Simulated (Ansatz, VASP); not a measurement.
# Mg6TiCu: VASP beside Ansatz

```
CELL_PARAMETERS angstrom
0.00000 3.07261 -5.40620
0.00000 3.07261 5.40620
4.85450 0.00000 0.00000
ATOMIC_POSITIONS crystal
Mg 0.83394 0.16606 0.50000
Mg 0.32285 0.15813 0.50000
Mg 0.84186 0.67715 0.50000
Mg 0.66820 0.33180 0.00000
Cu 0.18383 0.81617 0.00000
Ti 0.32235 0.67765 0.50000
Mg 0.17117 0.34422 0.00000
Mg 0.65578 0.82883 0.00000
```

The cell comes from a database or a generator and needn't be the stable form of this composition.

Alike in both runs: task single point; functional LDA; k mesh 5 × 5 × 6; occupations gaussian, width 0.02 eV; no spin polarisation.

|  | VASP | Ansatz |
| --- | --- | --- |
| version | VASP 6.6.1 | Ansatz 0.2.0 |
| potentials or method | VASP PAW LDA potentials, release 54 (Mg, Cu, Ti_sv) | Ansatz PAW |
| plane-wave cutoff (eV) | 520 | 420 |
| valence electrons in the cell | 35 | 91 |

```tsv
	VASP	Ansatz	Ansatz less VASP
gap on the k mesh at the Fermi level (eV)	none	none	-
pressure (GPa)	-4.1	-3.7	+0.39
largest component of the traceless stress (GPa)	0.46	0.51	+0.052
rms of the force components (eV/Å)	0.068	0.073	+0.0041
```

Atom by atom the forces differ by 0.005 eV/Å (rms over components). A gap of «none» marks a metal or a gap that the smearing closes. The two sets of potentials don't hold the same shells in valence.

Caveats: the PAW data sets come from PBE, with cores solved anew for the run's functional, which leaves a small shift of forces and pressure (Ansatz).
